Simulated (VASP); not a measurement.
Data:

```yaml
crystal:
  lattice:
    - [6.20134, 0.00000, 0.00000]
    - [0.00000, 2.53168, 0.00000]
    - [0.00000, 0.00000, 25.10846]
  atoms:
    - { symbol: Cu, position: [0.83802, 0.25000, 0.31411] }
    - { symbol: Cu, position: [0.16172, 0.75000, 0.34112] }
    - { symbol: Cu, position: [0.49210, 0.25000, 0.36569] }
    - { symbol: Cu, position: [0.82257, 0.75000, 0.39739] }
    - { symbol: Cu, position: [0.16142, 0.25000, 0.42776] }
    - { symbol: Cu, position: [0.49465, 0.75000, 0.45570] }
    - { symbol: Cu, position: [0.83063, 0.25000, 0.48454] }
    - { symbol: Cu, position: [0.16937, 0.75000, 0.51546] }
    - { symbol: Cu, position: [0.50535, 0.25000, 0.54430] }
    - { symbol: Cu, position: [0.83858, 0.75000, 0.57224] }
    - { symbol: Cu, position: [0.17743, 0.25000, 0.60261] }
    - { symbol: Cu, position: [0.50790, 0.75000, 0.63431] }
    - { symbol: Cu, position: [0.83828, 0.25000, 0.65888] }
    - { symbol: Cu, position: [0.16198, 0.75000, 0.68589] }
```

The numbers are results of r2SCAN meta-GGA, VASP's PBE PAW potentials (set 64) (plane waves; VASP), not measurements. Run with PREC = Normal, 400 eV cut-off, 5×11×1 Γ-centred mesh, first-order Methfessel-Paxton smearing of 0.10 eV, potentials Cu.

Q: What does the run give for the energy per atom (σ→0), band gap (on the k-mesh) with the smallest direct gap where there is one?

A: 
```
Property                                                     Value
------------------------  ----------------------------------------
band gap (on the k-mesh)  none (metal, semimetal or under 0.01 eV)
energy per atom (σ→0)                              -10.578 eV/atom
```

The cell is a thin slab with vacuum, built from Cu (fcc): (211) face.
